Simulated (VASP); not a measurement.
Data:

```xyz
3
Lattice="2.0623 -3.5720 0.0000 2.0623 3.5720 0.0000 0.0000 0.0000 5.2703" Properties=species:S:1:pos:R:3 pbc="T T T"
Se     2.5781    -2.6786     3.5135
Se     3.0930     0.0000     0.0000
Se     2.5781     2.6786     1.7568
```

Computed with vdW-DF-cx, VASP's PBE PAW potentials (set 64) (plane waves; VASP). Numerical set-up: 520 eV cut-off, 6×6×5 Γ-centred mesh, Gaussian smearing of 0.050 eV, potentials Se.

Q: The ions and cell shape at fixed volume are relaxed. What does this cell relax into?

A: 
```xyz
3
Lattice="2.0883 -3.6170 0.0000 2.0883 3.6170 0.0000 0.0000 0.0000 5.1401" Properties=species:S:1:pos:R:3 pbc="T T T"
Se     2.5921    -2.7443     3.4268
Se     3.1689     0.0000     0.0000
Se     2.5921     2.7443     1.7134
```
Space group P3_121 (152), at a tolerance of 0.03 Å.

Q: How much energy does the relaxation gain?

A: The energy (σ→0) changes by -10.4 meV/atom, in 6 ionic steps.

The compound is Se in the trig structure. This cell is one point of a volume scan, at 1.06 of the reference volume. Symmetry was kept, so distortions that lower it aren't found.
